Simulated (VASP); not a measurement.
# Lattice vibrations of Tc, part 2 of 2

How does the lattice of Tc vibrate? The start is a computed cell from the Materials Project.

VASP 6.6.1; PBE; plane waves and PAW (Tc).

So far. Step 2 (Relax the host): The run ended after 4 ionic steps, 0.001 eV below its first step, once forces and stress met EDIFFG = -0.02. The relaxed cell has a = 2.737, c = 8.810 Å (conventional setting).

### Step 3. Tight relaxation

Force constants are second derivatives, so residual forces and stress must first be far smaller than in an ordinary relaxation. Smearing and mesh differ from the relaxation before, which can move the cell too.

INCAR

```
SYSTEM = Tc
PREC = Accurate
ENCUT = 350
EDIFF = 1E-08
NELM = 120
ISMEAR = 1
SIGMA = 0.2
LREAL = .FALSE.
ALGO = Fast
GGA = PE
NBANDS = 20
LASPH = .TRUE.
LORBIT = 11
LWAVE = .FALSE.
LCHARG = .FALSE.
KPAR = 4
IBRION = 1
NSW = 30
ISIF = 3
EDIFFG = -0.002
POTIM = 0.4
```

POSCAR

```
Tc
1.0
    2.7369622220      0.0000000000      0.0000000000
   -1.3684811109      2.3702788134      0.0000000000
    0.0000000000      0.0000000000      8.8098679739
Tc
4
Direct
    0.6666666667      0.3333333333      0.7500000000
    0.0000000000      0.0000000000      0.5000000000
    0.3333333333      0.6666666667      0.2500000000
    0.0000000000      0.0000000000      0.0000000000
```

KPOINTS

```
Automatic mesh
0
Gamma
14 14 4
0 0 0
```

Potentials, in the order of the species: Tc (PBE family, release 64).

On the command line:

```sh
$ mpirun -np 4 vasp_std
```

Output:

```text
[... set-up lines as in an earlier step ...]
 entering main loop
       N       E                     dE             d eps       ncg     rms          rms(c)
DAV:   1     0.798848594426E+02    0.79885E+02   -0.99879E+03  3024   0.892E+02
DAV:   2    -0.374552915253E+02   -0.11734E+03   -0.10963E+03  3232   0.205E+02
DAV:   3    -0.442024229209E+02   -0.67471E+01   -0.62489E+01  4268   0.392E+01
DAV:   4    -0.443821425339E+02   -0.17972E+00   -0.17795E+00  3456   0.603E+00
DAV:   5    -0.443855987150E+02   -0.34562E-02   -0.34152E-02  3672   0.951E-01    0.326E+01
RMM:   6    -0.419684050458E+02    0.24172E+01   -0.35545E+00  2880   0.132E+01    0.117E+01
RMM:   7    -0.414498612589E+02    0.51854E+00   -0.25690E+00  2886   0.951E+00    0.121E+00
RMM:   8    -0.414532220515E+02   -0.33608E-02   -0.31184E-01  2984   0.260E+00    0.683E-01
RMM:   9    -0.414587846412E+02   -0.55626E-02   -0.95397E-02  3196   0.121E+00    0.262E-01
RMM:  10    -0.414590277222E+02   -0.24308E-03   -0.17827E-02  3214   0.496E-01    0.298E-01
RMM:  11    -0.414584148990E+02    0.61282E-03   -0.50817E-03  2883   0.456E-01    0.360E-02
RMM:  12    -0.414585031186E+02   -0.88220E-04   -0.87288E-04  3183   0.123E-01    0.433E-03
RMM:  13    -0.414585186393E+02   -0.15521E-04   -0.13992E-04  3444   0.480E-02    0.471E-03
RMM:  14    -0.414585206821E+02   -0.20428E-05   -0.20153E-05  3426   0.178E-02    0.438E-03
RMM:  15    -0.414585212877E+02   -0.60560E-06   -0.28478E-06  3237   0.724E-03    0.106E-03
RMM:  16    -0.414585215866E+02   -0.29891E-06   -0.69886E-07  3380   0.324E-03    0.769E-04
RMM:  17    -0.414585216763E+02   -0.89737E-07   -0.11509E-07  2468   0.117E-03    0.185E-04
RMM:  18    -0.414585216070E+02    0.69295E-07   -0.16466E-08  1960   0.562E-04    0.694E-05
RMM:  19    -0.414585215893E+02    0.17785E-07   -0.31304E-09  1572   0.279E-04    0.974E-06
RMM:  20    -0.414585215922E+02   -0.29202E-08   -0.82914E-10  1284   0.193E-04
   1 F= -.41458522E+02 E0= -.41456899E+02  d E =-.414585E+02
 BRION: g(F)=  0.143E-47 g(S)=  0.588E-02
 bond charge predicted
       N       E                     dE             d eps       ncg     rms          rms(c)
DAV:   1    -0.414668480376E+02   -0.83264E-02   -0.44444E-01  2952   0.436E+00    0.399E-01
RMM:   2    -0.414621575119E+02    0.46905E-02   -0.41472E-03  2889   0.430E-01    0.188E-01
RMM:   3    -0.414618423112E+02    0.31520E-03   -0.44089E-03  2962   0.327E-01    0.232E-01
RMM:   4    -0.414609194512E+02    0.92286E-03   -0.13856E-03  2954   0.186E-01    0.322E-02
RMM:   5    -0.414609360995E+02   -0.16648E-04   -0.29670E-04  3175   0.644E-02    0.141E-02
RMM:   6    -0.414609351400E+02    0.95947E-06   -0.30691E-05  3169   0.239E-02    0.332E-03
RMM:   7    -0.414609354704E+02   -0.33033E-06   -0.63335E-06  3328   0.930E-03    0.145E-03
RMM:   8    -0.414609355886E+02   -0.11823E-06   -0.10036E-06  3361   0.385E-03    0.464E-04
RMM:   9    -0.414609355987E+02   -0.10094E-07   -0.18635E-07  2782   0.149E-03    0.286E-04
RMM:  10    -0.414609355991E+02   -0.44133E-09   -0.33463E-08  2054   0.657E-04
   2 F= -.41460936E+02 E0= -.41459776E+02  d E =-.241401E-02
[...]
3 F= -.41461013E+02 E0= -.41459773E+02  d E =-.777376E-04
 BRION: g(F)=  0.265E-47 g(S)=  0.105E-03 retain N=  2 mean eig= 1.02
 eig:   0.841  1.209
 bond charge predicted
       N       E                     dE             d eps       ncg     rms          rms(c)
DAV:   1    -0.414610567941E+02   -0.43467E-04   -0.10403E-03  3156   0.255E-01    0.702E-02
RMM:   2    -0.414610318042E+02    0.24990E-04   -0.40451E-05  2881   0.451E-02    0.194E-02
RMM:   3    -0.414610263942E+02    0.54100E-05   -0.18962E-05  2889   0.243E-02    0.518E-03
RMM:   4    -0.414610261147E+02    0.27951E-06   -0.27830E-06  3041   0.730E-03    0.234E-03
RMM:   5    -0.414610259610E+02    0.15362E-06   -0.82116E-07  3110   0.362E-03    0.563E-04
RMM:   6    -0.414610259146E+02    0.46472E-07   -0.22718E-07  3021   0.179E-03    0.753E-04
RMM:   7    -0.414610259335E+02   -0.18907E-07   -0.41127E-08  2135   0.102E-03    0.317E-04
RMM:   8    -0.414610259185E+02    0.15011E-07   -0.10900E-08  1730   0.519E-04    0.496E-05
RMM:   9    -0.414610259086E+02    0.98707E-08   -0.32722E-09  1534   0.278E-04
   4 F= -.41461026E+02 E0= -.41459791E+02  d E =-.125719E-04
 BRION: g(F)=  0.475E-48 g(S)=  0.394E-07 retain N=  2 mean eig= 0.57
 eig:   0.770  0.373
 reached required accuracy - stopping structural energy minimisation
```

Elapsed: 56 s, on 4 MPI ranks of Intel Xeon Platinum 8259CL at 2.50GHz (Skylake/Cascade Lake), shared host; peak memory 0.65 GiB; 3.6 min of CPU time.

Parts of OUTCAR (step 3):

```text
  LATTYP: Found a hexagonal cell.
 ALAT       =     2.7369622220
 C/A-ratio  =     3.2188489498

 Found     72 irreducible k-points:

   k-points           NKPTS =     72   k-points in BZ     NKDIM =     72   number of bands    NBANDS=     20

   ENCUT  =  350.0 eV  25.72 Ry    5.07 a.u.   4.18  4.18 13.44*2*pi/ulx,y,z

   NELECT =      28.0000    total number of electrons

 E-fermi :  13.2453

 k-point     1 :       0.0000    0.0000    0.0000
  band No.  band energies     occupation
    ...
     11      11.7438      2.00000
     12      11.9813      2.00000
     13      11.9813      2.00000
     14      12.0743      2.00000
     15      12.0743      2.00000
     16      13.4838     -0.07057
     17      13.4838     -0.07057
     18      14.1937     -0.00000
     19      14.1937     -0.00000
     20      14.8760     -0.00000

 k-point     2 :       0.0714    0.0000    0.0000
  band No.  band energies     occupation
    ...
     13      12.1391      2.00000
     14      12.2172      2.00000
     15      12.2194      2.00000
     16      13.1445      1.74484
     17      13.2830      0.68756
     18      14.0536     -0.00000
     19      14.3042     -0.00000
     20      14.5371     -0.00000

  Total       -0.0001332     -0.0001332     -0.0020112     -0.0000000      0.0000000      0.0000000
  in kB       -0.0037348     -0.0037348     -0.0563724     -0.0000000      0.0000000      0.0000000
  external PRESSURE =      -0.0212806 kB  Pullay stress =       0.0000000 kB

  energy-cutoff  :      350.00
  volume of cell :       57.16
      direct lattice vectors                 reciprocal lattice vectors
     2.744210771  0.000000000 -0.000000000     0.364403496  0.210388457 -0.000000000
    -1.372105385  2.376556241 -0.000000000    -0.000000000  0.420776914  0.000000000
     0.000000000 -0.000000000  8.764500020     0.000000000  0.000000000  0.114096640

 POSITION                                       TOTAL-FORCE (eV/Angst)
 -----------------------------------------------------------------------------------
      1.37211      0.79219      6.57338         0.000000     -0.000000      0.000000
      0.00000     -0.00000      4.38225         0.000000     -0.000000     -0.000000
     -0.00000      1.58437      2.19113        -0.000000      0.000000     -0.000000
      0.00000      0.00000      0.00000         0.000000     -0.000000     -0.000000
 -----------------------------------------------------------------------------------
    total drift:                                0.000000     -0.000000      0.000000

  FREE ENERGIE OF THE ION-ELECTRON SYSTEM (eV)
  ---------------------------------------------------
  free  energy   TOTEN  =       -41.4610259086 eV

  energy  without entropy=      -41.4573203634  energy(sigma->0) =      -41.45979073

 total charge
# of ion       s       p       d       tot
------------------------------------------
    1        0.586   0.722   5.420   6.728
    2        0.584   0.720   5.455   6.758
    3        0.586   0.722   5.420   6.728
    4        0.584   0.720   5.455   6.758
--------------------------------------------------
tot          2.339   2.884  21.749  26.972

[... 4 parts as in an earlier step ...]

[... 7 further parts left out ...]
```

CONTCAR:

```
Tc
   1.00000000000000
     2.7442107707894521    0.0000000000003051   -0.0000000000000000
    -1.3721053852941971    2.3765562407916847   -0.0000000000000000
     0.0000000000000000   -0.0000000000000000    8.7645000199257321
  Tc
     4
Direct
     0.6666666667000030    0.3333333332999970    0.7500000000000000
     0.0000000000000000    0.0000000000000000    0.5000000000000000
     0.3333333332999970    0.6666666667000030    0.2500000000000000
     0.0000000000000000    0.0000000000000000    0.0000000000000000
```

Step by step:

| step | energy less that of the first step (eV) | largest force (eV/Å) | pressure (GPa) | volume (Å³) |
| --- | --- | --- | --- | --- |
| 1 | 0.0000 | 0.0000 | 0.04 | 57.15 |
| 2 | -0.0024 | 0.0000 | -0.10 | 57.18 |
| 3 | -0.0025 | 0.0000 | 0.17 | 57.13 |
| 4 | -0.0025 | 0.0000 | 0.00 | 57.16 |

```
conventional cell, symmetrised  before  after  change
                         a (Å)   2.737  2.744  +0.3 %
                         b (Å)   2.737  2.744  +0.3 %
                         c (Å)   8.810  8.765  -0.5 %
              volume (Å³/atom)   14.29  14.29  +0.0 %
```

The relaxed structure:

```xyz
4
Lattice="2.7442 0.0000 0.0000 -1.3721 2.3766 0.0000 0.0000 0.0000 8.7645" Properties=species:S:1:pos:R:3 pbc="T T T"
Tc    1.3721    0.7922    6.5734
Tc    0.0000    0.0000    4.3823
Tc    0.0000    1.5844    2.1911
Tc    0.0000    0.0000    0.0000
```

This step gave:

| Property | Result |
| --- | --- |
| electronic cycles | 48 |
| free energy (TOTEN) | -41.46 eV |
| energy at zero smearing | -41.46 eV |
| Fermi energy | 13.25 eV |
| pressure | -0.002128 GPa |

The run ended after 4 ionic steps, 0.003 eV below its first step, once forces and stress met EDIFFG = -0.002.

### Step 4. Force constants in the supercell

System of this step: Tc. The cell holds 48 atoms: 48 Tc. Its edges and angles: a = 9.970 Å, b = 9.970 Å, c = 27.552 Å, α = 147.0°, β = 147.0°, γ = 56.9°. It derives from Tc.

Each independent atom is moved by 0.015 Å both ways; the forces give the force constants out to half the supercell.

INCAR

```
SYSTEM = Tc
PREC = Accurate
ENCUT = 350
EDIFF = 1E-07
NELM = 120
ISMEAR = 1
SIGMA = 0.2
LREAL = Auto
ALGO = Fast
GGA = PE
NBANDS = 204
LASPH = .TRUE.
LWAVE = .FALSE.
LCHARG = .FALSE.
KPAR = 4
IBRION = 6
NSW = 1
NFREE = 2
POTIM = 0.015
ISIF = 0
ADDGRID = .TRUE.
```

POSCAR

```
Tc
1.0
   -4.1163161561      2.3765562408      8.7645000199
    4.1163161561     -2.3765562408      8.7645000199
    4.1163161565      7.1296687224    -26.2935000597
Tc
48
Direct
    0.5416666667      0.7083333333      0.1666666667
    0.0416666667      0.2083333333      0.1666666667
    0.0416666667      0.7083333334      0.3333333333
    0.5416666666      0.2083333334      0.3333333333
    0.5416666667      0.7083333333      0.5000000000
    0.0416666667      0.2083333333      0.5000000000
    0.0416666666      0.7083333333      0.6666666667
    0.5416666666      0.2083333333      0.6666666667
    0.5416666666      0.7083333334      0.8333333333
    0.0416666667      0.2083333333      0.8333333333
    0.0416666666      0.7083333333      0.0000000000
    0.5416666666      0.2083333333      0.0000000000
    0.2500000000      0.2500000000      0.0000000000
    0.7500000000      0.7500000000      0.0000000000
    0.7500000000      0.2500000000      0.1666666667
    0.2500000000      0.7500000000      0.1666666667
    0.2500000000      0.2500000000      0.3333333333
    0.7500000000      0.7500000000      0.3333333333
    0.7500000000      0.2500000000      0.5000000000
    0.2500000000      0.7500000000      0.5000000000
    0.2500000000      0.2500000000      0.6666666667
    0.7500000000      0.7500000000      0.6666666667
    0.7500000000      0.2500000000      0.8333333333
    0.2500000000      0.7500000000      0.8333333333
    0.4583333333      0.2916666666      0.1666666667
    0.9583333334      0.7916666667      0.1666666667
    0.9583333333      0.2916666666      0.3333333333
    0.4583333333      0.7916666667      0.3333333333
    0.4583333333      0.2916666666      0.5000000000
    0.9583333333      0.7916666666      0.5000000000
    0.9583333333      0.2916666666      0.6666666667
    0.4583333333      0.7916666666      0.6666666667
    0.4583333333      0.2916666666      0.8333333333
    0.9583333334      0.7916666666      0.8333333333
    0.9583333334      0.2916666666      0.0000000000
    0.4583333334      0.7916666667      0.0000000000
    0.0000000000      0.0000000000      0.0000000000
    0.5000000000      0.5000000000      0.0000000000
    0.5000000000      0.0000000000      0.1666666667
    0.0000000000      0.5000000000      0.1666666667
    0.0000000000      0.0000000000      0.3333333333
    0.5000000000      0.5000000000      0.3333333333
    0.5000000000      0.0000000000      0.5000000000
    0.0000000000      0.5000000000      0.5000000000
    0.0000000000      0.0000000000      0.6666666667
    0.5000000000      0.5000000000      0.6666666667
    0.5000000000      0.0000000000      0.8333333333
    0.0000000000      0.5000000000      0.8333333333
```

KPOINTS

```
Automatic mesh
0
Gamma
7 7 7
0 0 0
```

On the command line:

```sh
$ mpirun -np 4 vasp_std
```

Output:

```text
[banner, memory and clock lines left out]
running    4 mpi-ranks, on    1 nodes
[...]
LDA part: xc-table for (Slater+PW92), standard interpolation
 POSCAR, INCAR and KPOINTS ok, starting setup
[...]
entering main loop
       N       E                     dE             d eps       ncg     rms          rms(c)
DAV:   1     0.118519382820E+04    0.11852E+04   -0.12119E+05 26368   0.109E+03
DAV:   2    -0.362646234392E+03   -0.15478E+04   -0.14572E+04 27616   0.249E+02
DAV:   3    -0.522226739185E+03   -0.15958E+03   -0.14710E+03 41024   0.553E+01
DAV:   4    -0.532181633566E+03   -0.99549E+01   -0.95424E+01 36440   0.146E+01
[...]
RMM:  15    -0.497660863735E+03   -0.13279E-04   -0.66828E-05 34101   0.838E-03    0.150E-02
RMM:  16    -0.497660857456E+03    0.62788E-05   -0.13399E-05 29509   0.600E-03    0.235E-03
RMM:  17    -0.497660859253E+03   -0.17969E-05   -0.34789E-06 33981   0.211E-03    0.766E-04
```

It took 3.4 h on 4 MPI ranks.

The run was stopped at its time limit, so it gives no result of its own.

### Step 5. Results

- result: none

In words: The session ends without its result: «force constants in the supercell» met its time limit.

[Lines on the potential files, build, host, timing and source positions are cut from VASP's logs without a mark.]

[Logs are printed without paths, hosts, clocks, repeated set-up lines and the standing remarks that a program may print on its own settings, such as how far it seeks lower states.]

[Hosts, paths, dates, database ids (printed as entryN), source tags and the programs' standing remarks are cut or masked in the printed files.]

[Runs that stopped without an error message from VASP are left out.]
